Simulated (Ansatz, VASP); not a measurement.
# CdS (Hawleyite): VASP beside Ansatz

One calculation is typed for both programs; each brings its own data sets. How far apart do they land? Of the first pair: The cell is taken from a series of runs on this material, whose earlier steps may have relaxed, scaled, displaced or heated it; both programs get it as it stands.

Main program and level: Ansatz 0.2.0; plane waves, with VASP 6.6.1 beside it; relaxation of cell and atoms at RPBE.

**1. Starting point**

Symmetry: F-43m, No. 216, cubic system. The conventional cell has a = 6.008 Å, b = 6.008 Å, c = 6.008 Å, α = 90.00°, β = 90.00°, γ = 90.00°. Cd has 4 S at 2.60 Å nearest. Nearest to S lie 4 Cd at 2.60 Å. Farther neighbours and most contacts between anions are not listed.

Coordinates:

```cif
data_structure
_symmetry_space_group_name_H-M 'P 1'
_symmetry_Int_Tables_number 1
_cell_length_a 4.2482
_cell_length_b 4.2482
_cell_length_c 4.2482
_cell_angle_alpha 60.000
_cell_angle_beta 60.000
_cell_angle_gamma 60.000
_cell_volume 54.21
loop_
_atom_site_label
_atom_site_type_symbol
_atom_site_fract_x
_atom_site_fract_y
_atom_site_fract_z
_atom_site_occupancy
Cd1 Cd 0.00000 0.00000 0.00000 1
S2 S 0.25000 0.25000 0.25000 1
```

**2. VASP: relaxation of cell and atoms, RPBE, pair 1**

The relaxed volume is the usual yardstick between codes: in a stiff, nearly cubic crystal its relative difference is about their pressure difference at one cell divided by the bulk modulus.

Lines of VASP's logs that name or quote its potential files are left out, and so is its time.

The input, INCAR:

```
SYSTEM = CdS
PREC = Accurate
ENCUT = 500
EDIFF = 1E-07
NELM = 120
ISMEAR = 0
SIGMA = 0.02
LREAL = .FALSE.
ALGO = Normal
GGA = RP
NBANDS = 15
LORBIT = 11
LWAVE = .FALSE.
LCHARG = .FALSE.
ISIF = 3
IBRION = 2
NSW = 80
EDIFFG = -0.005
LASPH = .TRUE.
GGA_COMPAT = .FALSE.
NELMIN = 4
EFERMI = MIDGAP
```

The input, POSCAR:

```
CdS
1.0
    0.0000000000      3.0039140000      3.0039140000
    3.0039140000      0.0000000000      3.0039140000
    3.0039140000      3.0039140000      0.0000000000
Cd S
1 1
Direct
    0.0000000000      0.0000000000      0.0000000000
    0.2500000000      0.2500000000      0.2500000000
```

The input, KPOINTS:

```
Automatic mesh
0
Gamma
8 8 8
0 0 0
```

PAW data sets: Cd and S (PBE family, release 64).

Launch:

```sh
> mpirun -np 1 vasp_std
```

Numbers of over 12 decimals in the logs are rounded to 6 here.

The log of the run:

```text
[banner, memory and clock lines left out]
running    1 mpi-ranks, on    1 nodes
 distrk:  each k-point on    1 cores,    1 groups
 distr:  one band on    1 cores,    1 groups

 POSCAR found type information on POSCAR CdS
 POSCAR found :  2 types and       2 ions
|                                                                             |
|               ----> ADVICE to this user running VASP <----                  |
|                                                                             |
|     You enforced a specific xc type in the INCAR file but a different       |
|     [... a line on the potential file left out ...]
|     I HOPE YOU KNOW WHAT YOU ARE DOING!                                     |
|                                                                             |

 LDA part: xc-table for (Slater+PW92), standard interpolation
 POSCAR, INCAR and KPOINTS ok, starting setup
 FFT: planning ... GRIDC
 FFT: planning ... GRID_SOFT
 FFT: planning ... GRID
 WAVECAR not read
 entering main loop
       N       E                     dE             d eps       ncg     rms          rms(c)
DAV:   1     0.107167145391E+03    0.10717E+03   -0.88619E+03   894   0.106E+03
DAV:   2    -0.163317982887E+01   -0.10880E+03   -0.10344E+03  1045   0.260E+02
DAV:   3    -0.606109214731E+01   -0.44279E+01   -0.44189E+01  1122   0.546E+01
DAV:   4    -0.608963758579E+01   -0.28545E-01   -0.28542E-01  1066   0.435E+00
DAV:   5    -0.609006560546E+01   -0.42802E-03   -0.42801E-03  1122   0.503E-01    0.725E+00
DAV:   6    -0.553554767518E+01    0.55452E+00   -0.93088E-01  1268   0.112E+01    0.598E+00
DAV:   7    -0.552161757006E+01    0.13930E-01   -0.20834E-01  1003   0.327E+00    0.305E+00
DAV:   8    -0.552625825163E+01   -0.46407E-02   -0.18106E-02   996   0.171E+00    0.314E-01
DAV:   9    -0.552685586090E+01   -0.59761E-03   -0.23014E-03  1080   0.630E-01    0.748E-02
DAV:  10    -0.552730521037E+01   -0.44935E-03   -0.43576E-04   975   0.176E-01    0.872E-02
DAV:  11    -0.552757089036E+01   -0.26568E-03   -0.57179E-04   933   0.152E-01    0.328E-02
DAV:  12    -0.552756255720E+01    0.83332E-05   -0.23136E-05  1052   0.553E-02    0.110E-02
DAV:  13    -0.552756731463E+01   -0.47574E-05   -0.87936E-06   905   0.172E-02    0.125E-02
DAV:  14    -0.552756767902E+01   -0.36439E-06   -0.13402E-06  1073   0.784E-03    0.711E-03
DAV:  15    -0.552756768445E+01   -0.54370E-08   -0.34290E-08   785   0.127E-03
   1 F= -.55275677E+01 E0= -.55275677E+01  d E =-.552757E+01
 curvature:   0.00 expect dE= 0.000E+00 dE for cont linesearch  0.000E+00
 trial: gam= 0.00000 g(F)=  0.155E-48 g(S)=  0.388E-03 ort = 0.000E+00 (trialstep = 0.100E+01)
 search vector abs. value=  0.388E-03
 bond charge predicted
       N       E                     dE             d eps       ncg     rms          rms(c)
DAV:   1    -0.553235560922E+01   -0.47879E-02   -0.91403E-02   912   0.364E+00    0.537E-01
DAV:   2    -0.552825242319E+01    0.41032E-02   -0.90039E-03   996   0.137E+00    0.183E-01
DAV:   3    -0.552778853918E+01    0.46388E-03   -0.11139E-03  1087   0.365E-01    0.155E-01
DAV:   4    -0.552773664338E+01    0.51896E-04   -0.63862E-05   898   0.743E-02    0.413E-02
DAV:   5    -0.552772882176E+01    0.78216E-05   -0.11443E-05  1059   0.458E-02    0.895E-03
DAV:   6    -0.552772880976E+01    0.11992E-07   -0.21429E-06   940   0.185E-02    0.513E-03
DAV:   7    -0.552772903892E+01   -0.22916E-06   -0.45037E-07   960   0.473E-03    0.234E-03
DAV:   8    -0.552772897955E+01    0.59379E-07   -0.29647E-08   575   0.200E-03
   2 F= -.55277290E+01 E0= -.55277290E+01  d E =-.161295E-03
 trial-energy change:   -0.000161  1 .order   -0.000163   -0.000388    0.000062
 step:   0.8599(harm=  0.8630)  dis= 0.00000  next Energy=    -5.527733 (dE=-0.166E-03)
 bond charge predicted
       N       E                     dE             d eps       ncg     rms          rms(c)
DAV:   1    -0.552782388932E+01   -0.94850E-04   -0.17909E-03   905   0.509E-01    0.744E-02
DAV:   2    -0.552774039107E+01    0.83498E-04   -0.17842E-04   989   0.193E-01    0.251E-02
DAV:   3    -0.552773196888E+01    0.84222E-05   -0.22003E-05  1073   0.510E-02    0.214E-02
DAV:   4    -0.552773289098E+01   -0.92209E-06   -0.12437E-06   912   0.106E-02    0.578E-03
DAV:   5    -0.552773351983E+01   -0.62885E-06   -0.21662E-07   987   0.634E-03    0.138E-03
DAV:   6    -0.552773361201E+01   -0.92185E-07   -0.43321E-08   484   0.264E-03
   3 F= -.55277336E+01 E0= -.55277336E+01  d E =-.165928E-03
 curvature:  -0.43 expect dE=-0.287E-08 dE for cont linesearch -0.287E-08
 trial: gam= 0.00000 g(F)=  0.354E-47 g(S)=  0.666E-08 ort =-0.161E-05 (trialstep = 0.972E+00)
 search vector abs. value=  0.676E-08
 reached required accuracy - stopping structural energy minimisation
```

OUTCAR, selected parts (step 2):

```text
ion  position               nearest neighbor table
   1  0.000  0.000  0.000-   2 2.60   2 2.60   2 2.60   2 2.60
   2  0.250  0.250  0.250-   1 2.60   1 2.60   1 2.60   1 2.60

  LATTYP: Found a face centered cubic cell.
 ALAT       =     6.0078280000

 Subroutine GETGRP returns: Found 24 space group operations
 (whereof 24 operations were pure point group operations)

The static configuration has the point symmetry T_d .

 Found     29 irreducible k-points:

   k-points           NKPTS =     29   k-points in BZ     NKDIM =     29   number of bands    NBANDS=     15

   dimension x,y,z NGX =    32 NGY =   32 NGZ =   32
   dimension x,y,z NGXF=    64 NGYF=   64 NGZF=   64

   ENCUT  =  500.0 eV  36.75 Ry    6.06 a.u.   7.75  7.75  7.75*2*pi/ulx,y,z

   NELECT =      18.0000    total number of electrons

 k-points in reciprocal lattice and weights: Automatic mesh
   0.00000000  0.00000000  0.00000000       0.002
   0.12500000  0.00000000  0.00000000       0.016
   0.25000000  0.00000000  0.00000000       0.016
   0.37500000  0.00000000  0.00000000       0.016
   0.50000000  0.00000000  0.00000000       0.008
   0.12500000  0.12500000  0.00000000       0.012
   0.25000000  0.12500000  0.00000000       0.047
   0.37500000  0.12500000  0.00000000       0.047
   0.50000000  0.12500000  0.00000000       0.047
[...]
-0.37500000  0.50000000  0.12500000       0.023
  -0.25000000  0.50000000  0.25000000       0.012

 average (electrostatic) potential at core
       1 -39.8512       2 -89.6480

 E-fermi :   1.2523

 k-point     1 :       0.0000    0.0000    0.0000
  band No.  band energies     occupation
    ...
      5      -6.3980      2.00000
      6      -6.3980      2.00000
      7       0.6905      2.00000
      8       0.6905      2.00000
      9       0.6905      2.00000
     10       1.8141      0.00000
     11       7.3184      0.00000
     12       7.3184      0.00000
     13       7.3184      0.00000
     14      11.9098      0.00000
    ...

 k-point     2 :       0.1250    0.0000    0.0000
  band No.  band energies     occupation
    ...
      5      -6.3985      2.00000
      6      -6.3985      2.00000
      7      -0.2355      2.00000
      8       0.5906      2.00000
      9       0.5906      2.00000
     10       2.6043      0.00000
     11       7.0657      0.00000
     12       7.4935      0.00000
     13       7.4935      0.00000
     14      11.5129      0.00000
    ...

 k-point     3 :       0.2500    0.0000    0.0000
  band No.  band energies     occupation
    ...
      5      -6.3941      2.00000
      6      -6.3941      2.00000
      7      -1.5394      2.00000
      8       0.3642      2.00000
      9       0.3642      2.00000
     10       3.3979      0.00000
     11       7.0307      0.00000
     12       7.7731      0.00000
     13       7.7731      0.00000
     14      11.2993      0.00000
    ...

  Total       -0.0003035     -0.0003035     -0.0003035      0.0000000      0.0000000      0.0000000
  in kB       -0.0089280     -0.0089280     -0.0089280      0.0000000      0.0000000      0.0000000
  external PRESSURE =      -0.0089280 kB  Pullay stress =       0.0000000 kB

  energy-cutoff  :      500.00
  volume of cell :       54.46
      direct lattice vectors                 reciprocal lattice vectors
     0.000000000  3.008476318  3.008476318    -0.166197087  0.166197087  0.166197087
     3.008476318  0.000000000  3.008476318     0.166197087 -0.166197087  0.166197087
     3.008476318  3.008476318  0.000000000     0.166197087  0.166197087 -0.166197087

 POSITION                                       TOTAL-FORCE (eV/Angst)
 -----------------------------------------------------------------------------------
      0.00000      0.00000      0.00000         0.000000      0.000000      0.000000
      1.50424      1.50424      1.50424        -0.000000     -0.000000     -0.000000
 -----------------------------------------------------------------------------------
    total drift:                                0.000000      0.000000      0.000000

  FREE ENERGIE OF THE ION-ELECTRON SYSTEM (eV)
  ---------------------------------------------------
  free  energy   TOTEN  =        -5.5277336120 eV

  energy  without entropy=       -5.5277336120  energy(sigma->0) =       -5.52773361

 reached required accuracy - stopping structural energy minimisation

 total charge
# of ion       s       p       d       tot
------------------------------------------
    1        0.405   0.272   9.571  10.249
    2        1.328   2.384   0.000   3.712
--------------------------------------------------
tot          1.733   2.657   9.571  13.961

[... 3 further parts left out ...]
```

**3. Ansatz: relaxation of cell and atoms, RPBE, pair 1**

Ansatz runs on its default PAW (the set named soft_2) files.

The same cell, functional, mesh and smearing now go to Ansatz, which takes its cutoff from its data sets.

The input, input.yaml:

```yaml
crystal:
  lattice:
    - [0.0, 3.0039141939, 3.0039141939]
    - [3.0039141939, 0.0, 3.0039141939]
    - [3.0039141939, 3.0039141939, 0.0]
  atoms:
    - { symbol: Cd, position: [0.0, 0.0, 0.0] }
    - { symbol: S, position: [0.25, 0.25, 0.25] }
kpoints:
  mp_grid: { grid: [8, 8, 8] }
hamiltonian:
  xc: rpbe
scf:
  occupations: { method: gaussian, width: 0.02 }
output:
  forces: true
  stress: true
  eigenvalues: true
relax:
  adjacent_minimum: "off"
  f_tol: 0.005
  max_steps: 80
  cell: { stress_tol: 0.05 }
```

Launch:

```sh
> ansatz run input.yaml --threads 2 --pin off --max-ram 5120MiB --backend cpu --events-out ev --progress --plain --runs-dir out
```

The log of the run:

```text
Engine: ansatz 0.2.0, aarch64-unknown-linux-gnu
Pseudopotentials: kind: paw
Pseudopotential: Cd, paw, valence charge 20, recommended cutoff 420 eV (normal), Cd.paw.azcp
Pseudopotential: S, paw, valence charge 6, recommended cutoff 420 eV (normal), S.paw.azcp
Functional definition: RPBE
  parameter kappa = 0.804
  parameter beta = 0.066725
  exchange = rpbe_x(kappa = kappa, mu = beta*pi^2/3)
  correlation = pbe_c(beta = beta)
Crystal: 2 atoms, lattice volume = 54.212 Å³
Basis set: ecut = 420 eV, 1067 PW (Γ), exchange–correlation on 60×60×60 points (8 copies of the dense FFT grid, shifted against one another)
Bands: 17, of which v1, the nominal top of the filled ones, is band 13 counted from 1 (12 counted from 0)
Symmetry: 24 space group operations
Space group: F-43m (ITA 216), of the structure as read, at distance tolerance 3.8e-5 Å
k-points: 29 of 512 (time reversal used)
Non-local potential: Cd, projectors of the file, l = 0: 3, l = 1: 2, l = 2: 2, l = 3: 1
Non-local potential: S, projectors of the file, l = 0: 2, l = 1: 2, l = 2: 2
PAW form: soft (Blöchl's): semilocal exchange-correlation on the pseudo side does not see the compensation charge
PAW frozen core: Cd, regenerated for the run's functional, and the local potential with it (the file was generated under x = pbe(κ = 0.804, μ = 0.219515), c = pbe(β = 0.066725))
PAW frozen core: S, regenerated for the run's functional, and the local potential with it (the file was generated under x = pbe(κ = 0.804, μ = 0.219515), c = pbe(β = 0.066725))
PAW one-centre angular grid: Cd, 590 points (default); XC on 64 Gauss nodes
PAW one-centre angular grid: S, 110 points (default); XC on 64 Gauss nodes
Initial density: superposition of atomic densities (neutral atoms: chi_scale 0, normalization atom), corrected by the library's trained network
Initial wavefunctions: pseudopotential atomic-orbital guess
Functional: x = rpbe, c = pbe(β = 0.066725)
SCF iter   1: F=—  HF=-9169.600829 eV  |F-HF|=—  |Δ(HF+E_count)|=         —  Δρ=3.39e-3  dr2=5.57e-3  ethr=1.77e-3  ⟨swp⟩=5.8  Hψ=2493  notcnv=0
preconditioner: auto → none  [insulator: Δε(μ)=1.147 eV  Ē_g=12.162 eV  σ=0.020 eV  W_gap=1.00  n_scr=14 (ndim 8)  ℏωp=21.4 eV  f_vac=0.156  D(μ)=0.00/eV (n_scr^D=0)  ε∞_Penn≈4.1]
SCF iter   2: F=—  HF=-9169.600389 eV  |F-HF|=—  |Δ(HF+E_count)|=   4.40e-4  Δρ=1.14e-3  dr2=3.76e-4  ethr=2.14e-5  ⟨swp⟩=2.0  Hψ=1073  notcnv=0
SCF iter   3: F=—  HF=-9169.600442 eV  |F-HF|=—  |Δ(HF+E_count)|=   5.28e-5  Δρ=4.89e-4  dr2=8.82e-5  ethr=1.45e-6  ⟨swp⟩=2.9  Hψ=977  notcnv=0
SCF iter   4: F=—  HF=-9169.600494 eV  |F-HF|=—  |Δ(HF+E_count)|=   5.23e-5  Δρ=1.35e-4  dr2=1.65e-5  ethr=3.39e-7  ⟨swp⟩=2.0  Hψ=692  notcnv=0
SCF iter   5: F=—  HF=-9169.600491 eV  |F-HF|=—  |Δ(HF+E_count)|=   3.43e-6  Δρ=2.15e-5  dr2=1.86e-7  ethr=6.33e-8  ⟨swp⟩=2.5  Hψ=722  notcnv=0
SCF iter   6: F=-9169.600491 eV  HF=-9169.600491 eV  |F-HF|=7.96e-9  |Δ(HF+E_count)|=   5.76e-7  Δρ=6.48e-6  dr2=2.40e-8  ethr=3.85e-10  ⟨swp⟩=6.4  Hψ=2188  notcnv=0
SCF 1 converged in 6 iterations: F = -9169.600491 eV  dr2 = 2.40e-8
  greatest PAW one-centre occupation: 1.000 electrons in one spin orbital (limit 2), on the Cd atom at site 0 (counted from 0), in its partial waves of l = 0
relax step   1: F+E_penalty+E_count = -9169.60049129 eV  Δ(F+E_penalty+E_count) = +0.000e0 eV  max|allowed force component| = 1.619e-16 eV/Å  Δτ_max = 0.0000 Å  P = -0.009 GPa  Ω = 54.212 Å³  (6 SCF iters, dr2 threshold 1.00e-7 eV, accepted)
Initial density: handed on by an earlier stage of this run
Initial wavefunctions: pseudopotential atomic-orbital guess (no wavefunctions were taken with the density)
iter 1 solved again at ethr=1.05e-7 eV; its pass at ethr=3.10e-3 eV (dr2=2.72e-5 eV) is discarded
SCF iter   1: F=—  HF=-9169.600496 eV  |F-HF|=—  |Δ(HF+E_count)|=         —  Δρ=6.76e-6  dr2=2.67e-8  ethr=1.05e-7  ⟨swp⟩=3.0  Hψ=3809  notcnv=0
preconditioner: auto → none  [insulator: Δε(μ)=1.135 eV  Ē_g=12.133 eV  σ=0.020 eV  W_gap=1.00  n_scr=14 (ndim 8)  ℏωp=21.4 eV  f_vac=0.167  D(μ)=0.00/eV (n_scr^D=0)  ε∞_Penn≈4.1]
SCF iter   2: F=—  HF=-9169.600491 eV  |F-HF|=—  |Δ(HF+E_count)|=   4.72e-6  Δρ=3.02e-6  dr2=5.34e-9  ethr=1.03e-10  ⟨swp⟩=2.0  Hψ=754  notcnv=0
SCF iter   3: F=—  HF=-9169.600491 eV  |F-HF|=—  |Δ(HF+E_count)|=  4.95e-10  Δρ=1.39e-6  dr2=7.75e-10  ethr=2.06e-11  ⟨swp⟩=2.0  Hψ=724  notcnv=0
SCF iter   4: F=—  HF=-9169.600491 eV  |F-HF|=—  |Δ(HF+E_count)|=   1.41e-9  Δρ=3.88e-7  dr2=7.02e-11  ethr=2.98e-12  ⟨swp⟩=2.0  Hψ=754  notcnv=0
SCF iter   5: F=-9169.600491 eV  HF=-9169.600491 eV  |F-HF|=2.00e-11  |Δ(HF+E_count)|=  1.46e-10  Δρ=7.25e-8  dr2=2.99e-12  ethr=1.00e-12  ⟨swp⟩=5.9  Hψ=2039  notcnv=0
SCF 2 converged in 5 iterations: F = -9169.600491 eV  dr2 = 2.99e-12
relax step   2: F+E_penalty+E_count = -9169.60049130 eV  Δ(F+E_penalty+E_count) = -1.098e-8 eV  max|allowed force component| = 1.527e-16 eV/Å  Δτ_max = 0.0000 Å  P = -0.010 GPa  Ω = 54.212 Å³  stress off target by 9.59e-3 GPa  SCF on the basis re-selected at this cell (its energy is not comparable with the rows above)  (5 SCF iters)
basis re-selected at this cell: Δ(F+E_penalty+E_count) = -1.098e-8 eV, ΔP = -0.000 GPa vs the last step (what re-selecting the basis moved, of the pressure what is left beyond the Pulay correction that the steps carried, after the strain that the cell walked since its last selection, with what the two solves' SCF thresholds leave and, on support functions, any second-order correction that the steps lacked; it is no m [...]
SCF converged after 5 iterations
Free energy (F): -9169.600491 eV
Harris-Foulkes:  -9169.600491 eV  (|F-HF|=2.00e-11)
Internal energy: -9169.600491 eV  (E = F + TS)
E sigma→0 (E₀):  -9169.600491 eV
Fermi energy:    6.416796 eV
--- Per-component energies (eV) ---
  E_band       = -528.950855
  E_kinetic    = 610.112481
  E_local      = -4143.129721  (includes V_loc(G=0)·N_el)
  E_nonlocal   = 60.804330
  E_hartree    = 1898.209752
  E_xc         = -273.641317
  E_vxc        = -307.824229  (∫ρ·V_xc dr)
  E_paw        = -4695.541203  (= ΣΔE_a)
  E_vpaw       = -545.333172  (= ΣTr[D̂ρ^β])
  E_aug_tail   = 0.000015  (compensation charges beyond the density's cutoff)
  E_ewald      = -2626.266082
  E_core_change = -0.148748  (= ΣΔE_core)
  E_smearing   = -0.000000  (= −TS)
  E_closure    = -0.000000  (closes the sum)
  Σ components = -9169.600491   (vs F -9169.600491, Δ=0.00e0)
--- Forces (eV/Å), atoms counted from 1 ---
  atom   1  Cd     0.00000000    -0.00000000    -0.00000000
  atom   2  S     -0.00000000     0.00000000     0.00000000
  max |Σ_I F_I| component: 1.02e-16 eV/Å
--- Stress (GPa, compression-positive) ---
       -0.009586      -0.000000      -0.000000
        0.000000      -0.009586       0.000000
       -0.000000       0.000000      -0.009586
  P = ⅓ Tr σ = -0.0096 GPa (-0.096 kbar)
--- Band table (eV; the first three rows and the last of 29) ---
  k-point 0: bands = [... 9 lower, -1.2403, 5.8492, 5.8492, 5.8492, 6.9840, 12.4687, 12.4687, 12.4687]
  k-point 1: bands = [... 9 lower, -1.2408, 4.9236, 5.7486, 5.7486, 7.7723, 12.2148, 12.6437, 12.6437]
  k-point 2: bands = [... 9 lower, -1.2364, 3.6139, 5.5204, 5.5204, 8.5676, 12.1776, 12.9243, 12.9243]
  k-point 28: bands = [... 9 lower, -0.7399, 2.3988, 3.9928, 3.9974, 10.9518, 11.4628, 13.0327, 14.0942]
--- Relaxed structure (1 steps of the walk, 1 accepted, 1 SCFs on fresh bases) ---
  F+E_penalty+E_count = -9169.60049130 eV   max|allowed force component| = 1.527e-16 eV/Å   (the final SCF, on the basis selected at the relaxed cell)
  cell:  # Å, volume = 54.2116 Å³
    - [0.0, 3.0039141939, 3.0039141939]
    - [3.0039141939, 0.0, 3.0039141939]
    - [3.0039141939, 3.0039141939, 0.0]
  atoms:
    - { symbol: Cd, position: [0.0, 0.0, 0.0] }
    - { symbol: S, position: [0.250000, 0.250000, 0.250000] }
```

The column dr2 measures how far the density is from self-consistency, as an energy; F and HF (Harris–Foulkes) agree once it is small.

**4. Differences**

Known differences besides the potentials themselves: the data sets hold 26 valence electrons in Ansatz (on its default PAW (the set named soft_2) files) and 18 in VASP; the cutoff is 420 eV in Ansatz and 500 eV in VASP; Ansatz makes its cores anew for this functional, VASP keeps those of its PBE data sets; Ansatz adds a Pulay correction to the stress that steers its cell, VASP none. Total energies have different zeros and are not compared.

The two programs side by side:

| quantity | Ansatz | VASP | difference |
| --- | --- | --- | --- |
| volume (Å³) | 54.21 | 54.46 | -0.45 % |
| edge a after relaxation, in the typed setting (Å) | 4.248 | 4.255 | -0.15 % |

(Part 1 of 2 ends here.)

[Lines on the potential files, build, host, timing and source positions are cut from VASP's logs without a mark.]

[Logs are printed without paths, hosts, clocks, repeated set-up lines and the standing remarks that a program may print on its own settings, such as how far it seeks lower states.]

[Hosts, paths, dates, database ids (printed as entryN), source tags and the programs' standing remarks are cut or masked in the printed files.]
